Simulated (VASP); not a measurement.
Energy against volume of MgH2 (rutile). Computed with optB88-vdW, VASP's PBE PAW potentials (set 64) (plane waves; VASP). Numerical set-up: 520 eV cut-off, 5×5×7 Γ-centred mesh, Gaussian smearing of 0.050 eV, potentials Mg H.

Shape and ions are relaxed at each volume.

```csv
V (Å³/atom),E (eV/atom)
9.744,-2.55440
10.045,-2.55620
10.346,-2.55510
10.648,-2.55146
```

Task: Fit these four points and predict the energy of the run at 9.442 Å³/atom.

Result: A cubic in V^(−2/3), the third-order Birch-Murnaghan form, passes through the four points with V0 = 10.07 Å³/atom and B0 = 51 GPa, and gives -2.5492 eV/atom there. The run gave -2.5492 eV/atom, +0.0 meV/atom from the fit; all five points give B0 = 51 GPa.

The compound is MgH2 in the rutile structure. It was relaxed first.
